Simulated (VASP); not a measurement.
```
Al
1.0
    0.00000     2.02500     2.02500
    2.02500     0.00000     2.02500
    2.02500     2.02500     0.00000
Al
1
Direct
  0.00000   0.00000   0.00000
```

All values below come from vdW-DF-cx, VASP's PBE PAW potentials (set 64) (plane waves; VASP). Run with 520 eV cut-off, 14×14×14 Γ-centred mesh, first-order Methfessel-Paxton smearing of 0.10 eV, potentials Al.

Problem. The ions, cell shape and volume are relaxed. Give the cell that the relaxation ends in.

Solution. 
```
Al
1.0
    0.00000     2.01252     2.01252
    2.01252     0.00000     2.01252
    2.01252     2.01252     0.00000
Al
1
Direct
  0.00000   0.00000   0.00000
```
Space group Fm-3m (225), at a tolerance of 0.03 Å.

Problem. How do energy and volume change from the first to the last step?

Solution. The energy (σ→0) changes by -1.4 meV/atom and the volume by -1.8 %, in 3 ionic steps.

The compound is Al in the fcc structure. This run relaxes it. Symmetry was kept, so distortions that lower it aren't found.
